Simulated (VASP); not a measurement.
```xyz
2
Lattice="0.0000 3.3263 3.3263 3.3263 0.0000 3.3263 3.3263 3.3263 0.0000" Properties=species:S:1:pos:R:3 pbc="T T T"
Rb     0.0000     0.0000     0.0000
Cl     3.3263     3.3263     3.3263
```

Method: PBE GGA with D3 dispersion (zero damping), VASP's PBE PAW potentials (set 64) (plane waves; VASP 6.6.1). Numerical set-up: 520 eV cut-off, 7×7×7 Γ-centred mesh, Gaussian smearing of 0.050 eV, potentials Rb_sv Cl.

### Question
Predict the energy per atom (σ→0), band gap (on the k-mesh) with the smallest direct gap where there is one.

### Answer

| Quantity | Value |
|---|---|
| band gap (on the k-mesh) | 4.90 eV |
| smallest direct gap (on the k-mesh) | 4.90 eV |
| energy per atom (σ→0) | -3.524 eV/atom |

Total energies compare only between runs with the same potentials, cut-off and functional.

The compound is RbCl in the rock salt structure. This cell is one point of a volume scan, at 0.97 of the reference volume.
